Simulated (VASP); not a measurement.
# LaMg: convergence with the precision settings and PAW data sets

How sensitive are energy, pressure and forces of LaMg to the precision settings and PAW data sets? The atoms are off their equilibrium sites, so that forces can be compared too. The series runs use PBEsol. The precision settings tried: PREC = Low; PREC = Medium; PREC = Normal; PREC = Single; PREC = Accurate; LREAL = Auto; ADDGRID = .TRUE.; LASPH = .FALSE.. The PAW data sets tried: minimal 64: La Mg; recommended 54: La Mg; materialsproject 64: La Mg_pv; semicore 64: La Mg_sv; gw 64: La_GW Mg_sv_GW; soft 64: La_s Mg. The atoms of the start are displaced at random from the sites of a Pm-3m cell.

Program: VASP 6.6.1. Level of theory: PBEsol; plane waves and PAW (La, Mg), in the first sound run; inputs show where later runs differ. Results are calculated unless marked as measured.

### Step 1. The starting structure

Symmetry: P1, No. 1, triclinic system. Conventional cell: a = 3.965 Å, b = 3.965 Å, c = 3.965 Å, α = 90.00°, β = 90.00°, γ = 90.00°. La has 8 Mg at 3.38 to 3.49 Å nearest. Nearest to Mg lie 8 La at 3.38 to 3.49 Å. Farther neighbours are not listed.

### Step 2. Precision settings: PREC = Low

PREC sets the FFT grids, and LREAL, ADDGRID and LASPH trade speed for accuracy. PBEsol restores the gradient expansion of exchange and is tuned for the cells of solids.

Input file INCAR:

```
SYSTEM = LaMg
PREC = Low
ENCUT = 400
EDIFF = 1E-06
NELM = 100
ISMEAR = -1
SIGMA = 0.05
LREAL = .FALSE.
ALGO = Normal
GGA = PS
NBANDS = 12
LASPH = .TRUE.
LORBIT = 11
LWAVE = .FALSE.
LCHARG = .FALSE.
KPAR = 2
ISIF = 2
```

Input file POSCAR:

```
LaMg
1.0
    3.9650000000      0.0000000000      0.0000000000
    0.0000000000      3.9650000000      0.0000000000
    0.0000000000      0.0000000000      3.9650000000
La Mg
1 1
Direct
    0.5098410000      0.4877200000      0.5128110000
    0.0021140000      0.0009510000      0.0147940000
```

Input file KPOINTS:

```
Automatic mesh
0
Gamma
5 5 5
0 0 0
```

PAW data sets: La and Mg (PBE family, release 64).

The run is started by

```sh
mpirun -np 2 vasp_std
```

What it wrote:

```text
[banner, memory and clock lines left out]
running    2 mpi-ranks, on    1 nodes
 distrk:  each k-point on    1 cores,    2 groups
 distr:  one band on    1 cores,    1 groups

 POSCAR found type information on POSCAR LaMg
 POSCAR found :  2 types and       2 ions
|                                                                             |
|               ----> ADVICE to this user running VASP <----                  |
|                                                                             |
|     You enforced a specific xc type in the INCAR file but a different       |
|     [... a line on the potential file left out ...]
|     I HOPE YOU KNOW WHAT YOU ARE DOING!                                     |
|                                                                             |

 LDA part: xc-table for (Slater+PW92), standard interpolation
 POSCAR, INCAR and KPOINTS ok, starting setup
 FFT: planning ... GRIDC
 FFT: planning ... GRID_SOFT
 FFT: planning ... GRID
 WAVECAR not read
 entering main loop
       N       E                     dE             d eps       ncg     rms          rms(c)
DAV:   1     0.115115786494E+03    0.11512E+03   -0.41071E+03  1512   0.993E+02
DAV:   2     0.194986501859E+01   -0.11317E+03   -0.11116E+03  2088   0.199E+02
DAV:   3    -0.642591930888E+01   -0.83758E+01   -0.82256E+01  1972   0.828E+01
DAV:   4    -0.728002960192E+01   -0.85411E+00   -0.84466E+00  2908   0.188E+01
DAV:   5    -0.731764773813E+01   -0.37618E-01   -0.37586E-01  2516   0.397E+00    0.199E+00
DAV:   6    -0.727147113592E+01    0.46177E-01   -0.82980E-02  2952   0.203E+00    0.122E+00
DAV:   7    -0.725103135175E+01    0.20440E-01   -0.35135E-02  2824   0.963E-01    0.266E-01
DAV:   8    -0.724991680873E+01    0.11145E-02   -0.38014E-03  2960   0.566E-01    0.580E-02
DAV:   9    -0.724997313052E+01   -0.56322E-04   -0.19127E-04  2432   0.876E-02    0.290E-02
DAV:  10    -0.725001311584E+01   -0.39985E-04   -0.14819E-04  2660   0.796E-02    0.170E-02
DAV:  11    -0.725001398507E+01   -0.86923E-06   -0.47590E-06  2240   0.134E-02
   1 F= -.72500140E+01 E0= -.72389299E+01  d E =-.221682E-01
```

Elapsed: 7 s, on 2 MPI ranks of Intel Xeon Platinum 8488C (Sapphire Rapids), shared host; peak memory 0.27 GiB; 12 s of CPU time.

The logs omit lines about the potential files and the build; timing stands in the text.

OUTCAR, selected parts (step 2):

```text
ion  position               nearest neighbor table
   1  0.510  0.488  0.513-   2 3.38   2 3.39   2 3.42   2 3.43   2 3.44   2 3.45   2 3.48   2 3.49

  LATTYP: Found a simple cubic cell.
 ALAT       =     3.9650000000

 Subroutine GETGRP returns: Found  1 space group operations
 (whereof  1 operations were pure point group operations)

The static configuration has the point symmetry C_1 .

 Found     63 irreducible k-points:

   k-points           NKPTS =     63   k-points in BZ     NKDIM =     63   number of bands    NBANDS=     12

   dimension x,y,z NGX =    20 NGY =   20 NGZ =   20
   dimension x,y,z NGXF=    24 NGYF=   24 NGZF=   24

   ENCUT  =  400.0 eV  29.40 Ry    5.42 a.u.   6.47  6.47  6.47*2*pi/ulx,y,z

   NELECT =      13.0000    total number of electrons

 k-points in reciprocal lattice and weights: Automatic mesh
   0.00000000  0.00000000  0.00000000       0.008
   0.20000000  0.00000000  0.00000000       0.016
   0.00000000  0.20000000  0.00000000       0.016
   0.00000000  0.00000000  0.20000000       0.016
   0.40000000  0.00000000  0.00000000       0.016
   0.00000000  0.40000000  0.00000000       0.016
   0.00000000  0.00000000  0.40000000       0.016
   0.20000000  0.20000000  0.00000000       0.016
   0.00000000  0.20000000  0.20000000       0.016
[...]
-0.40000000 -0.40000000  0.40000000       0.016
   0.40000000 -0.40000000  0.40000000       0.016

 average (electrostatic) potential at core
       1 -99.0158       2 -35.6017

 E-fermi :   5.2762

 k-point     1 :       0.0000    0.0000    0.0000
  band No.  band energies     occupation
    ...
      3     -11.0064      2.00000
      4     -11.0060      2.00000
      5       0.5773      2.00000
      6       4.7796      1.99990
      7       4.7796      1.99990
      8       7.0361      0.00000
      9       7.0365      0.00000
     10       7.0373      0.00000
     11       7.1206      0.00000
     12       7.1215      0.00000

 k-point     2 :       0.2000    0.0000    0.0000
  band No.  band energies     occupation
    ...
      3     -10.9903      2.00000
      4     -10.9900      2.00000
      5       1.1007      2.00000
      6       4.9369      1.99774
      7       4.9881      1.99373
      8       6.8569      0.00000
      9       6.9855      0.00000
     10       6.9908      0.00000
     11       7.0456      0.00000
     12       7.1238      0.00000

 k-point     3 :       0.0000    0.2000    0.0000
  band No.  band energies     occupation
    ...
      3     -10.9903      2.00000
      4     -10.9901      2.00000
      5       1.1004      2.00000
      6       4.9367      1.99775
      7       4.9880      1.99374
      8       6.8572      0.00000
      9       6.9858      0.00000
     10       6.9916      0.00000
     11       7.0524      0.00000
     12       7.1234      0.00000

  Total       -0.5925347     -0.6002531     -0.5905131     -0.0115407      0.0037455     -0.0020657
  in kB      -15.2298202    -15.4282045    -15.1778597     -0.2966286      0.0962687     -0.0530943
  external PRESSURE =     -15.2786281 kB  Pullay stress =       0.0000000 kB

  energy-cutoff  :      400.00
  volume of cell :       62.33
      direct lattice vectors                 reciprocal lattice vectors
     3.965000000  0.000000000  0.000000000     0.252206810  0.000000000  0.000000000
     0.000000000  3.965000000  0.000000000     0.000000000  0.252206810  0.000000000
     0.000000000  0.000000000  3.965000000     0.000000000  0.000000000  0.252206810

 POSITION                                       TOTAL-FORCE (eV/Angst)
 -----------------------------------------------------------------------------------
      2.02152      1.93381      2.03330        -0.090567      0.154007      0.021024
      0.00838      0.00377      0.05866         0.090567     -0.154007     -0.021024
 -----------------------------------------------------------------------------------
    total drift:                               -0.000635      0.002281     -0.000606

  FREE ENERGIE OF THE ION-ELECTRON SYSTEM (eV)
  ---------------------------------------------------
  free  energy   TOTEN  =        -7.2500139851 eV

  energy  without entropy=       -7.2278457780  energy(sigma->0) =       -7.23892988

 total charge
# of ion       s       p       d       f       tot
--------------------------------------------------
    1        2.068   5.575   0.805   0.075   8.522
    2        0.238   0.121   0.009   0.000   0.369
--------------------------------------------------
tot          2.306   5.696   0.814   0.075   8.891

[... 3 further parts left out ...]
```

This run has no spin polarisation. Its electron count is odd, so without a moment it is a metal by construction. The k-mesh is coarse for a metal. The PAW data sets were made with PBE, which is usual practice but a small mismatch for other functionals.

Numbers from this step:

| Item | Value |
| --- | --- |
| SCF cycles | 11 |
| electrons | 13 |
| bands | 12 |
| irreducible k-points | 63 |
| symmetry operations | 1 |
| free energy (TOTEN) | -7.250 eV |
| energy at zero smearing | -7.239 eV |
| Fermi energy | 5.276 eV |
| pressure | -1.528 GPa |
| metallic | yes |

The series starts at -3.6195 eV an atom and -1.53 GPa, after 11 cycles in 7 s.

### Step 3. Precision settings: PREC = Medium

Edit INCAR of step 2 so:

```diff
@@ -1,3 +1,3 @@
 SYSTEM = LaMg
-PREC = Low
+PREC = Medium
 ENCUT = 400
```

POSCAR is that of step 2.

KPOINTS is that of step 2.

The run is started by

```sh
mpirun -np 2 vasp_std
```

What it wrote:

```text
[banner, memory and clock lines left out]
running    2 mpi-ranks, on    1 nodes
[...]
[... a notice as in an earlier step ...]

 LDA part: xc-table for (Slater+PW92), standard interpolation
 POSCAR, INCAR and KPOINTS ok, starting setup
[...]
entering main loop
       N       E                     dE             d eps       ncg     rms          rms(c)
DAV:   1     0.115115868261E+03    0.11512E+03   -0.41071E+03  1512   0.993E+02
DAV:   2     0.194972845334E+01   -0.11317E+03   -0.11116E+03  2088   0.199E+02
DAV:   3    -0.642611734099E+01   -0.83758E+01   -0.82257E+01  1972   0.828E+01
DAV:   4    -0.728027672340E+01   -0.85416E+00   -0.84470E+00  2908   0.188E+01
[...]
DAV:   9    -0.725019581682E+01   -0.55641E-04   -0.19056E-04  2432   0.876E-02    0.289E-02
DAV:  10    -0.725023547685E+01   -0.39660E-04   -0.14716E-04  2652   0.793E-02    0.170E-02
DAV:  11    -0.725023635755E+01   -0.88070E-06   -0.48150E-06  2256   0.135E-02
   1 F= -.72502364E+01 E0= -.72391511E+01  d E =-.221704E-01
```

Wall time 8.4 s (2 MPI ranks); peak memory 0.28 GiB; 13 s of CPU time.

From OUTCAR (step 3):

```text
  Total       -0.5904370     -0.5957122     -0.5883561     -0.0116145      0.0031670     -0.0019012
  in kB      -15.1759049    -15.3114906    -15.1224191     -0.2985260      0.0814004     -0.0488672
  external PRESSURE =     -15.2032715 kB  Pullay stress =       0.0000000 kB

 POSITION                                       TOTAL-FORCE (eV/Angst)
 -----------------------------------------------------------------------------------
      2.02152      1.93381      2.03330        -0.088787      0.152552      0.023389
      0.00838      0.00377      0.05866         0.088787     -0.152552     -0.023389
 -----------------------------------------------------------------------------------
    total drift:                                0.001394     -0.000948      0.000699

  FREE ENERGIE OF THE ION-ELECTRON SYSTEM (eV)
  ---------------------------------------------------
  free  energy   TOTEN  =        -7.2502363576 eV

  energy  without entropy=       -7.2280659200  energy(sigma->0) =       -7.23915114

[... 2 parts as in an earlier step ...]

[... 1 further part left out ...]
[key lines of the parts left out:]
E-fermi :   5.2763
```

Against the first of the series the energy moves by -0.11 meV an atom and the pressure by +0.01 GPa, after 11 cycles in 8.4 s.

### Step 4. Precision settings: PREC = Normal

Edit INCAR of step 3 so:

```diff
@@ -1,3 +1,3 @@
 SYSTEM = LaMg
-PREC = Medium
+PREC = Normal
 ENCUT = 400
```

POSCAR is that of step 3.

KPOINTS is that of step 3.

The run is started by

```sh
mpirun -np 2 vasp_std
```

What it wrote:

```text
[... set-up lines as in an earlier step ...]
 entering main loop
       N       E                     dE             d eps       ncg     rms          rms(c)
DAV:   1     0.115115830672E+03    0.11512E+03   -0.41071E+03  1512   0.993E+02
DAV:   2     0.194970155070E+01   -0.11317E+03   -0.11116E+03  2088   0.199E+02
DAV:   3    -0.642607355483E+01   -0.83758E+01   -0.82256E+01  1972   0.828E+01
DAV:   4    -0.728020272767E+01   -0.85413E+00   -0.84467E+00  2908   0.188E+01
[...]
DAV:   9    -0.725010754237E+01   -0.53841E-04   -0.18667E-04  2448   0.867E-02    0.287E-02
DAV:  10    -0.725014615416E+01   -0.38612E-04   -0.14276E-04  2644   0.781E-02    0.167E-02
DAV:  11    -0.725014702305E+01   -0.86889E-06   -0.47900E-06  2264   0.134E-02
   1 F= -.72501470E+01 E0= -.72390628E+01  d E =-.221685E-01
```

Run time: 8.8 s. Hardware: 2 MPI ranks; peak memory 0.31 GiB.

Parts of OUTCAR (step 4):

```text
  Total       -0.5904664     -0.5956737     -0.5878463     -0.0117311      0.0030011     -0.0018184
  in kB      -15.1766598    -15.3105015    -15.1093154     -0.3015221      0.0771364     -0.0467388
  external PRESSURE =     -15.1988255 kB  Pullay stress =       0.0000000 kB

 POSITION                                       TOTAL-FORCE (eV/Angst)
 -----------------------------------------------------------------------------------
      2.02152      1.93381      2.03330        -0.090005      0.153020      0.023055
      0.00838      0.00377      0.05866         0.090005     -0.153020     -0.023055
 -----------------------------------------------------------------------------------
    total drift:                               -0.000915      0.000034      0.000110

  FREE ENERGIE OF THE ION-ELECTRON SYSTEM (eV)
  ---------------------------------------------------
  free  energy   TOTEN  =        -7.2501470230 eV

  energy  without entropy=       -7.2279785159  energy(sigma->0) =       -7.23906277

[... 2 parts as in an earlier step ...]

[... 1 further part left out ...]
[key lines of the parts left out:]
E-fermi :   5.2763
```

Against the first of the series the energy moves by -0.07 meV an atom and the pressure by +0.01 GPa, after 11 cycles in 8.8 s.

### Step 5. Precision settings: PREC = Single

Edit INCAR of step 4 so:

```diff
@@ -1,3 +1,3 @@
 SYSTEM = LaMg
-PREC = Normal
+PREC = Single
 ENCUT = 400
```

POSCAR is that of step 4.

KPOINTS is that of step 4.

The run is started by

```sh
mpirun -np 2 vasp_std
```

What it wrote:

```text
[... set-up lines as in an earlier step ...]
 entering main loop
       N       E                     dE             d eps       ncg     rms          rms(c)
DAV:   1     0.115116120585E+03    0.11512E+03   -0.41071E+03  1512   0.993E+02
DAV:   2     0.194990649896E+01   -0.11317E+03   -0.11116E+03  2088   0.199E+02
DAV:   3    -0.642601617950E+01   -0.83759E+01   -0.82257E+01  1972   0.828E+01
DAV:   4    -0.728017697029E+01   -0.85416E+00   -0.84470E+00  2908   0.188E+01
[...]
DAV:   9    -0.725010842714E+01   -0.56461E-04   -0.19232E-04  2432   0.880E-02    0.290E-02
DAV:  10    -0.725014848392E+01   -0.40057E-04   -0.14839E-04  2652   0.795E-02    0.171E-02
DAV:  11    -0.725014939739E+01   -0.91347E-06   -0.48322E-06  2256   0.135E-02
   1 F= -.72501494E+01 E0= -.72390642E+01  d E =-.221704E-01
```

Elapsed: 12 s, on 2 MPI ranks; peak memory 0.28 GiB; 19 s of CPU time.

Parts of OUTCAR (step 5):

```text
  Total       -0.5915088     -0.5986040     -0.5915378     -0.0128170      0.0021300     -0.0007633
  in kB      -15.2034534    -15.3858197    -15.2041989     -0.3294334      0.0547465     -0.0196179
  external PRESSURE =     -15.2644907 kB  Pullay stress =       0.0000000 kB

 POSITION                                       TOTAL-FORCE (eV/Angst)
 -----------------------------------------------------------------------------------
      2.02152      1.93381      2.03330        -0.089158      0.152607      0.023160
      0.00838      0.00377      0.05866         0.089158     -0.152607     -0.023160
 -----------------------------------------------------------------------------------
    total drift:                                0.001259     -0.000691      0.000891

  FREE ENERGIE OF THE ION-ELECTRON SYSTEM (eV)
  ---------------------------------------------------
  free  energy   TOTEN  =        -7.2501493974 eV

  energy  without entropy=       -7.2279790462  energy(sigma->0) =       -7.23906422

[... 2 parts as in an earlier step ...]

[... 1 further part left out ...]
[key lines of the parts left out:]
E-fermi :   5.2763
```

Against the first of the series the energy moves by -0.07 meV an atom while the pressure stays within 0.01 GPa, after 11 cycles in 12 s.

### Step 6. Precision settings: PREC = Accurate

Edit INCAR of step 5 so:

```diff
@@ -1,3 +1,3 @@
 SYSTEM = LaMg
-PREC = Single
+PREC = Accurate
 ENCUT = 400
```

POSCAR is that of step 5.

KPOINTS is that of step 5.

The run is started by

```sh
mpirun -np 2 vasp_std
```

What it wrote:

```text
[... set-up lines as in an earlier step ...]
 entering main loop
       N       E                     dE             d eps       ncg     rms          rms(c)
DAV:   1     0.115116243541E+03    0.11512E+03   -0.41071E+03  1512   0.993E+02
DAV:   2     0.194972266546E+01   -0.11317E+03   -0.11116E+03  2088   0.199E+02
DAV:   3    -0.642611460616E+01   -0.83758E+01   -0.82257E+01  1972   0.828E+01
DAV:   4    -0.728024037658E+01   -0.85413E+00   -0.84467E+00  2908   0.188E+01
[...]
DAV:  12    -0.725019085201E+01   -0.13321E-05   -0.12727E-06  2240   0.103E-02    0.141E-02
DAV:  13    -0.725020029403E+01   -0.94420E-05   -0.49824E-05  2176   0.523E-02    0.786E-03
DAV:  14    -0.725020060544E+01   -0.31141E-06   -0.60601E-06  2736   0.146E-02
   1 F= -.72502006E+01 E0= -.72391183E+01  d E =-.221647E-01
```

Run time: 15 s. Hardware: 2 MPI ranks; peak memory 0.36 GiB; 26 s of CPU time.

From OUTCAR (step 6):

```text
  Total       -0.5788794     -0.5852061     -0.5754273     -0.0112615      0.0028796     -0.0018351
  in kB      -14.8788415    -15.0414541    -14.7901133     -0.2894537      0.0740148     -0.0471673
  external PRESSURE =     -14.9034696 kB  Pullay stress =       0.0000000 kB

 POSITION                                       TOTAL-FORCE (eV/Angst)
 -----------------------------------------------------------------------------------
      2.02152      1.93381      2.03330        -0.089598      0.153069      0.022918
      0.00838      0.00377      0.05866         0.089598     -0.153069     -0.022918
 -----------------------------------------------------------------------------------
    total drift:                                0.000087     -0.000103     -0.000222

  FREE ENERGIE OF THE ION-ELECTRON SYSTEM (eV)
  ---------------------------------------------------
  free  energy   TOTEN  =        -7.2502006054 eV

  energy  without entropy=       -7.2280359216  energy(sigma->0) =       -7.23911826

[... 2 parts as in an earlier step ...]

[... 1 further part left out ...]
[key lines of the parts left out:]
E-fermi :   5.2766
```

Against the first of the series the energy moves by -0.09 meV an atom and the pressure by +0.04 GPa, after 14 cycles in 15 s.

(Continued in part 2 of 3.)

[Lines on the potential files, build, host, timing and source positions are cut from VASP's logs without a mark.]

[Logs are printed without paths, hosts, clocks, repeated set-up lines and the standing remarks that a program may print on its own settings, such as how far it seeks lower states.]

[Hosts, paths, dates, database ids (printed as entryN), source tags and the programs' standing remarks are cut or masked in the printed files.]

[A measured line is paired with the nearest computed mode of its activity, which favours agreement.]
